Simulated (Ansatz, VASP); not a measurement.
# Ir in two plane-wave programs, part 2 of 2

Wanted: the spread between two codes on one cell, functional and k mesh. The structure shown is the end of the Ansatz relaxation below.

VASP 6.6.1 and Ansatz 0.2.0.

So far. Step 3 (VASP: single point, PBEsol, pair 1): The run ends at a pressure of 7.10 GPa.

## 7. VASP: single point, PBEsol, pair 2 (continued)

Level of this step: PBEsol; plane waves and PAW (Ir) (VASP).

Numbers of over 12 decimals in the logs are rounded to 6 here.

Parts of OUTCAR (step 7):

```text
  Total       -1.9779683     -1.9779683      0.2552694      0.0000000      0.0000000      0.0000000
  in kB      -74.0707816    -74.0707816      9.5593055      0.0000000      0.0000000      0.0000000
  external PRESSURE =     -46.1940859 kB  Pullay stress =       0.0000000 kB

 POSITION                                       TOTAL-FORCE (eV/Angst)
 -----------------------------------------------------------------------------------
      0.00000      0.00000      0.00000        -0.000000      0.000000      0.000000
     -0.00000      1.57949      2.20028         0.000000     -0.000000     -0.000000
      1.36788      0.78974      4.40055        -0.000000      0.000000      0.000000
 -----------------------------------------------------------------------------------
    total drift:                               -0.000000      0.000000      0.000000

  FREE ENERGIE OF THE ION-ELECTRON SYSTEM (eV)
  ---------------------------------------------------
  free  energy   TOTEN  =       -29.4549762091 eV

  energy  without entropy=      -29.4325405535  energy(sigma->0) =      -29.44375838

[... 1 part as in an earlier step ...]

[... 2 further parts left out ...]
[key lines of the parts left out:]
E-fermi :  10.1099
```

The run ends at a pressure of -4.62 GPa.

## 8. Comparison

What differs besides the data sets and the points named for the pairs above, as far as they apply: the data sets hold 51 valence electrons in Ansatz (on its PAW soft_1 files) and 27 in VASP. Total energies have different zeros and are not compared.

The two programs side by side:

```csv
quantity,Ansatz,VASP,difference
pressure (GPa),-5.57,-4.62,-0.95
```

## 9. Ansatz: relaxation, PBEsol

This run makes the geometry at which the two programs are then compared. The cell compared in this pair holds 43.41 Å³, against 42.78 Å³ for the pair before.

The structure compared here is the end of the Ansatz relaxation.

File input.yaml:

```yaml
crystal:
  lattice:
    - [2.76284034, 0.0, 0.0]
    - [-1.38142017, 2.392689921, 0.0]
    - [0.0, 0.0, 6.555233776]
  atoms:
    - { symbol: Ir, position: [0.0, 0.0, 0.0] }
    - { symbol: Ir, position: [0.3333333, 0.6666667, 0.3333333] }
    - { symbol: Ir, position: [0.6666667, 0.3333333, 0.6666667] }
kpoints:
  mp_grid: { grid: [18, 18, 7] }
scf:
  occupations: { method: fermi_dirac, width: 0.05 }
hamiltonian:
  xc: pbesol
  pseudopotentials: { kind: paw, azcp: { folder: soft_1 }, xc_functional: pbe }
basis:
  ecutwfc: 600
output:
  forces: true
  stress: true
relax:
  f_tol: 0.005
  max_steps: 70
  cell: { stress_tol: 0.02, p_target: 0, fix: [a, b, alpha, beta, gamma] }
```

Run with:

```
> ansatz run input.yaml --threads 4 --pin off --max-ram 10240MiB --backend cpu --events-out ev --progress --plain --runs-dir out
```

Output:

```text
[...]
Crystal: 3 atoms, lattice volume = 43.334 Å³
Basis set: ecut = 600 eV, 1467 PW (Γ), exchange–correlation on 48×48×108 points (8 copies of the dense FFT grid, shifted against one another)
Bands: 31, of which v1, the nominal top of the filled ones, is band 26 counted from 1 (25 counted from 0)
Symmetry: 36 space group operations
[...]
k-points: 229 of 2268
[...]
-0.000000      -0.000000      -0.016480
  P = ⅓ Tr σ = -10.2591 GPa (-102.591 kbar)
--- Relaxed structure (3 steps of the walk, 2 accepted, 1 SCFs on fresh bases) ---
[...]
cell:  # Å, volume = 43.4131 Å³
    - [2.762840, 0, 0]
    - [-1.381420, 2.392690, 0]
    - [0, 0, 6.567171]
  atoms:
    - { symbol: Ir, position: [0, 0, 0] }
    - { symbol: Ir, position: [0.333333, 0.666667, 0.333333] }
    - { symbol: Ir, position: [0.666667, 0.333333, 0.666667] }
[key lines of the parts left out:]
SCF converged after 8 iterations
Free energy (F): -35401.266181 eV
Fermi energy:    24.902991 eV
```

## 10. VASP: single point, PBEsol, pair 3

The same cell, functional, mesh and smearing now go to VASP, with its own data sets.

File INCAR:

```
SYSTEM = Ir
PREC = Accurate
ENCUT = 500
EDIFF = 1E-06
NELM = 120
ISMEAR = -1
SIGMA = 0.05
LREAL = .FALSE.
ALGO = Normal
GGA = PS
NBANDS = 19
LASPH = .TRUE.
LORBIT = 11
LWAVE = .FALSE.
LCHARG = .FALSE.
ISIF = 2
GGA_COMPAT = .FALSE.
KPAR = 2
```

File POSCAR:

```
Ir
1.0
    2.7628403400      0.0000000000      0.0000000000
   -1.3814201700      2.3926899210      0.0000000000
    0.0000000000      0.0000000000      6.5671710063
Ir
3
Direct
    0.0000000000      0.0000000000      0.0000000000
    0.3333333333      0.6666666667      0.3333333333
    0.6666666667      0.3333333333      0.6666666667
```

File KPOINTS:

```
Automatic mesh
0
Gamma
18 18 7
0 0 0
```

The projector-augmented-wave data sets are Ir (PBE family, release 64).

Run with:

```
> mpirun -np 2 vasp_std
```

Output:

```text
[... set-up lines as in an earlier step ...]
 entering main loop
       N       E                     dE             d eps       ncg     rms          rms(c)
DAV:   1     0.256765048448E+03    0.25677E+03   -0.11832E+04  8726   0.134E+03
DAV:   2    -0.177927147510E+02   -0.27456E+03   -0.26137E+03  8774   0.409E+02
DAV:   3    -0.309623228208E+02   -0.13170E+02   -0.11985E+02 10253   0.951E+01
DAV:   4    -0.313251231930E+02   -0.36280E+00   -0.35890E+00  9672   0.156E+01
[...]
DAV:  10    -0.293955197745E+02   -0.50782E-05   -0.50571E-05 13101   0.647E-02    0.263E-02
DAV:  11    -0.293955212030E+02   -0.14285E-05   -0.56330E-06  9168   0.234E-02    0.476E-03
DAV:  12    -0.293955216050E+02   -0.40199E-06   -0.16944E-07  4972   0.477E-03
   1 F= -.29395522E+02 E0= -.29383992E+02  d E =-.230584E-01
```

From OUTCAR (step 10):

```text
  Total       -3.9385070     -3.9385070      0.2312659      0.0000000     -0.0000000      0.0000000
  in kB     -145.3522188   -145.3522188      8.5349623      0.0000000     -0.0000000      0.0000000
  external PRESSURE =     -94.0564918 kB  Pullay stress =       0.0000000 kB

 POSITION                                       TOTAL-FORCE (eV/Angst)
 -----------------------------------------------------------------------------------
      0.00000      0.00000      0.00000        -0.000000     -0.000000      0.000000
     -0.00000      1.59513      2.18906        -0.000000      0.000000     -0.000000
      1.38142      0.79756      4.37811         0.000000     -0.000000      0.000000
 -----------------------------------------------------------------------------------
    total drift:                               -0.000000      0.000000      0.000000

  FREE ENERGIE OF THE ION-ELECTRON SYSTEM (eV)
  ---------------------------------------------------
  free  energy   TOTEN  =       -29.3955216050 eV

  energy  without entropy=      -29.3724631871  energy(sigma->0) =      -29.38399240

[... 1 part as in an earlier step ...]

[... 2 further parts left out ...]
[key lines of the parts left out:]
E-fermi :   9.8527
```

The run ends at a pressure of -9.41 GPa.

## 11. Comparison

What differs besides the data sets and the points named for the pairs above, as far as they apply: the data sets hold 51 valence electrons in Ansatz (on its PAW soft_1 files) and 27 in VASP. Total energies have different zeros and are not compared.

Compared:

```csv
quantity,Ansatz,VASP,difference
pressure (GPa),-10.26,-9.41,-0.85
```

## 12. Summary of results

```
difference in pressure (single point, PBEsol, pair 1) : -1.2 GPa
difference in pressure (single point, PBEsol, pair 2) : -0.95 GPa
difference in pressure (single point, PBEsol, pair 3) : -0.85 GPa
```

In words: The difference in pressure is -1.2 GPa (single point, PBEsol, pair 1), beyond the 1 GPa picked in this series as the mark of a large difference. The data sets hold unlike numbers of valence electrons (51 in Ansatz and 27 in VASP), so part of the differences comes from the potentials. Single point, PBEsol, pair 1, VASP with the data sets Ir_sv_GW: the difference in pressure goes from -1.2 to 3.2 GPa. 2 further runs of this series are not shown here. Such differences can come from data sets, numerical settings and the points named under the comparisons, not from the functional's error against experiment.

[Lines on the potential files, build, host, timing and source positions are cut from VASP's logs without a mark.]

[Logs are printed without paths, hosts, clocks, repeated set-up lines and the standing remarks that a program may print on its own settings, such as how far it seeks lower states.]

[Hosts, paths, dates, database ids (printed as entryN), source tags and the programs' standing remarks are cut or masked in the printed files.]
